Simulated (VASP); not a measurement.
OSZICAR of a VASP run on Sb (relaxed from the fcc structure, space group Fm-3m):

**OSZICAR**
```
       N       E                     dE             d eps       ncg     rms          rms(c)
DAV:   1     0.619530775953E+01    0.61953E+01   -0.13904E+03  1452   0.426E+02
DAV:   2    -0.413925801066E+01   -0.10335E+02   -0.10014E+02  2058   0.683E+01
DAV:   3    -0.430348672302E+01   -0.16423E+00   -0.16238E+00  1620   0.908E+00
DAV:   4    -0.430423016932E+01   -0.74345E-03   -0.74282E-03  2106   0.822E-01
DAV:   5    -0.430423270082E+01   -0.25315E-05   -0.25462E-05  1758   0.319E-02    0.172E+00
DAV:   6    -0.429950746356E+01    0.47252E-02   -0.20673E-03  1764   0.286E-01    0.980E-01
DAV:   7    -0.429680966721E+01    0.26978E-02   -0.41523E-03  1566   0.403E-01    0.398E-02
DAV:   8    -0.429680422928E+01    0.54379E-05   -0.34832E-05  1890   0.615E-02    0.750E-03
DAV:   9    -0.429680382797E+01    0.40130E-06   -0.38349E-07  1896   0.641E-03    0.119E-03
DAV:  10    -0.429680308248E+01    0.74549E-06   -0.62864E-08  1770   0.177E-03    0.123E-03
DAV:  11    -0.429680296251E+01    0.11998E-06   -0.86326E-10   996   0.311E-04    0.141E-04
DAV:  12    -0.429680297602E+01   -0.13509E-07   -0.17846E-10  1002   0.116E-04
   1 F= -.42968030E+01 E0= -.42968030E+01  d E =0.000000E+00
```

Which electronic solver shows in the log?

It is blocked Davidson (ALGO = Normal, or the opening steps of other solvers). The INCAR had ALGO = Normal.

Can the final energy be trusted as converged?

The calculation finished and met its thresholds. It stopped with EDIFF = 1E-7, NELM = 100 (PBEsol GGA, plane waves, VASP's PBE PAW potentials (set 64)).

The structure was generated: Sb was put into the fcc type (Fm-3m), which need not be its known phase. It was relaxed first.
